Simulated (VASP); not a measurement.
A convergence study with VASP on La2O3 (space group no. 164 when undisturbed): one setting is varied, all else stays as given below, so the limit is that of these other settings. One atom is moved off its site, so that forces are finite.

```xyz
5
Lattice="1.9799 -3.4292 0.0000 1.9799 3.4292 0.0000 0.0000 0.0000 6.1607" Properties=species:S:1:pos:R:3 pbc="T T T"
La     1.9799     1.1431     1.5717
La     1.9799    -1.1431     4.6390
O      0.0000     0.0000     0.0000
O      1.9799     1.1431     3.9859
O      1.9799    -1.1431     2.1747
```

Level of theory: PBE GGA, VASP's PBE PAW potentials (set 64) (plane waves; VASP 6.6.1). The tightest run used: 400 eV cut-off, 15×15×9 Γ-centred mesh, Fermi-Dirac smearing of 0.050 eV, potentials La O.

**Question.** The settings run are 2×2×1 mesh; 2×2×2 mesh; 3×3×2 mesh; 4×4×2 mesh; 4×4×3 mesh; 5×5×3 mesh; 6×6×3 mesh; 6×6×4 mesh; 8×8×4 mesh; 8×8×5 mesh; 9×9×5 mesh; 10×10×6 mesh; 11×11×6 mesh; 12×12×7 mesh; 14×14×8 mesh; 15×15×9 mesh. From which on does the stress (every component) stay within 0.2 GPa of the tightest run?

**Answer.** From 3×3×2 mesh on: it is off by 0.09 there and by no more than 0.2 in any finer run, while 2×2×2 mesh is off by 1.32.
```tsv
setting	E (eV/atom)	pressure (GPa)	largest force (eV/Å)	irreducible k-points	difference judged (GPa)
2×2×1 mesh	-8.2418	-1.88	0.337	2	8.21
2×2×2 mesh	-8.3270	-2.98	0.563	4	1.32
3×3×2 mesh	-8.3727	-3.99	0.539	6	0.09
4×4×2 mesh	-8.3717	-3.93	0.553	8	0.12
4×4×3 mesh	-8.3722	-3.95	0.558	9	0.03
5×5×3 mesh	-8.3724	-3.92	0.556	12	0.02
6×6×3 mesh	-8.3721	-3.96	0.557	17	0.02
6×6×4 mesh	-8.3722	-3.95	0.556	24	0.01
8×8×4 mesh	-8.3724	-3.94	0.557	35	0.01
8×8×5 mesh	-8.3724	-3.94	0.556	40	0.01
9×9×5 mesh	-8.3724	-3.94	0.557	50	0.01
10×10×6 mesh	-8.3724	-3.94	0.557	72	0.00
11×11×6 mesh	-8.3723	-3.95	0.557	84	0.01
12×12×7 mesh	-8.3723	-3.94	0.557	112	0.00
14×14×8 mesh	-8.3723	-3.95	0.557	168	0.01
15×15×9 mesh	-8.3724	-3.94	0.557	211	0.00
```

Left out are rungs that failed or repeat a setting and relaxations that didn't move; long series are thinned to 24 rows.

The structure is a typed La2O3 crystal (space group no. 164). The cell was not relaxed at this level, it is distorted from the ideal structure.
